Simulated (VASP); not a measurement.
Input of a VASP 6.6.1 run:

File INCAR:

```
ALGO     = Normal         # electronic algorithm
EDIFF    = 1E-6           # SCF threshold, eV
EDIFFG   = -0.005         # ionic threshold
ENCUT    = 350            # plane-wave cutoff, eV
IBRION   = 2              # ionic algorithm
ISIF     = 2              # what is computed and relaxed
ISMEAR   = 0              # smearing method
LASPH    = T              # aspherical terms in the spheres
LCHARG   = F              # write CHGCAR
LREAL    = F              # projectors in reciprocal space
LWAVE    = F              # write WAVECAR
NELM     = 100            # most SCF steps
NSW      = 40             # ionic steps
PREC     = Accurate       # precision mode
SIGMA    = 0.02           # smearing width, eV
```

The input KPOINTS:

```
k-points
0
Gamma
  2 2 2
```

The input POSCAR:

```
Si63Te
1.0
   10.8080000000      0.0000000000      0.0000000000
    0.0000000000     10.8080000000      0.0000000000
    0.0000000000      0.0000000000     10.8080000000
Si Te
63 1
Direct
    0.0000000000      0.2500000000      0.2500000000
    0.2500000000      0.0000000000      0.2500000000
    0.2500000000      0.2500000000      0.0000000000
    0.1250000000      0.1250000000      0.1250000000
    0.1250000000      0.3750000000      0.3750000000
    0.3750000000      0.1250000000      0.3750000000
    0.3750000000      0.3750000000      0.1250000000
    0.0000000000      0.0000000000      0.5000000000
    0.0000000000      0.2500000000      0.7500000000
    0.2500000000      0.0000000000      0.7500000000
    0.2500000000      0.2500000000      0.5000000000
    0.1250000000      0.1250000000      0.6250000000
    0.1250000000      0.3750000000      0.8750000000
    0.3750000000      0.1250000000      0.8750000000
    0.3750000000      0.3750000000      0.6250000000
    0.0000000000      0.5000000000      0.0000000000
    0.0000000000      0.7500000000      0.2500000000
    0.2500000000      0.5000000000      0.2500000000
    0.2500000000      0.7500000000      0.0000000000
    0.1250000000      0.6250000000      0.1250000000
    0.1250000000      0.8750000000      0.3750000000
    0.3750000000      0.6250000000      0.3750000000
    0.3750000000      0.8750000000      0.1250000000
    0.0000000000      0.5000000000      0.5000000000
    0.0000000000      0.7500000000      0.7500000000
    0.2500000000      0.5000000000      0.7500000000
    0.2500000000      0.7500000000      0.5000000000
    0.1250000000      0.6250000000      0.6250000000
    0.1250000000      0.8750000000      0.8750000000
    0.3750000000      0.6250000000      0.8750000000
    0.3750000000      0.8750000000      0.6250000000
    0.5000000000      0.0000000000      0.0000000000
    0.5000000000      0.2500000000      0.2500000000
    0.7500000000      0.0000000000      0.2500000000
    0.7500000000      0.2500000000      0.0000000000
    0.6250000000      0.1250000000      0.1250000000
    0.6250000000      0.3750000000      0.3750000000
    0.8750000000      0.1250000000      0.3750000000
    0.8750000000      0.3750000000      0.1250000000
    0.5000000000      0.0000000000      0.5000000000
    0.5000000000      0.2500000000      0.7500000000
    0.7500000000      0.0000000000      0.7500000000
    0.7500000000      0.2500000000      0.5000000000
    0.6250000000      0.1250000000      0.6250000000
    0.6250000000      0.3750000000      0.8750000000
    0.8750000000      0.1250000000      0.8750000000
    0.8750000000      0.3750000000      0.6250000000
    0.5000000000      0.5000000000      0.0000000000
    0.5000000000      0.7500000000      0.2500000000
    0.7500000000      0.5000000000      0.2500000000
    0.7500000000      0.7500000000      0.0000000000
    0.6250000000      0.6250000000      0.1250000000
    0.6250000000      0.8750000000      0.3750000000
    0.8750000000      0.6250000000      0.3750000000
    0.8750000000      0.8750000000      0.1250000000
    0.5000000000      0.5000000000      0.5000000000
    0.5000000000      0.7500000000      0.7500000000
    0.7500000000      0.5000000000      0.7500000000
    0.7500000000      0.7500000000      0.5000000000
    0.6250000000      0.6250000000      0.6250000000
    0.6250000000      0.8750000000      0.8750000000
    0.8750000000      0.6250000000      0.8750000000
    0.8750000000      0.8750000000      0.6250000000
    0.0000000000      0.0000000000      0.0000000000
```

Potentials or basis: VASP PAW LDA potentials, release 64 (Si, Te).

Launch:

```bash
$ cat potpaw_LDA.64/Si/POTCAR potpaw_LDA.64/Te/POTCAR > POTCAR
$ mpirun -np 4 vasp_std > vasp.out
```

(1) Estimate the band gap on the k mesh.

(2) Estimate the energy gained by relaxing.

Results:

(1) none (metal or under the smearing width).

(2) 27.5 meV/atom.
